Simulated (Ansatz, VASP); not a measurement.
# One calculation of Ti2NbB3, two programs

```
CELL_PARAMETERS angstrom
3.22512 0.00000 0.00000
-1.61256 2.79304 0.00000
0.00000 0.00000 7.88979
ATOMIC_POSITIONS crystal
Ti 0.66667 0.33333 0.66388
Ti 0.33333 0.66667 0.33612
Nb 0.00000 0.00000 0.00000
B 0.66667 0.33333 0.16979
B 0.33333 0.66667 0.83021
B 0.00000 0.00000 0.50000
```

Change from the starting cell: species swapped into the Eu2H3Br type (P-3m1, No. 164).

Alike in both runs: functional PBE; k mesh 6 × 6 × 4; occupations gaussian, width 0.1 eV; no spin polarisation.

Ansatz relaxed the structure, and its values are those at the end. VASP's run is a single point on that final structure, the one shown.

|  | VASP | Ansatz |
| --- | --- | --- |
| version | VASP 6.6.1 | Ansatz 0.2.0 |
| potentials or method | VASP PAW PBE potentials, release 64 (Ti_sv, Nb_sv, B) | scalar-relativistic, plane waves, PAW |
| plane-wave cutoff (eV) | 520 | 420 |
| valence electrons in the cell | 46 | 46 |

Ansatz gave:

* gap on the k mesh at the Fermi level (eV): none
* pressure (GPa): 0.0

Question: Estimate VASP's values.

Answer: gap on the k mesh at the Fermi level (eV): none; pressure (GPa): -0.1.

A gap of «none» marks a metal or a gap that the smearing closes.

Caveats: the k mesh is coarse (spacing up to 0.37 Å⁻¹), so the values aren't converged.
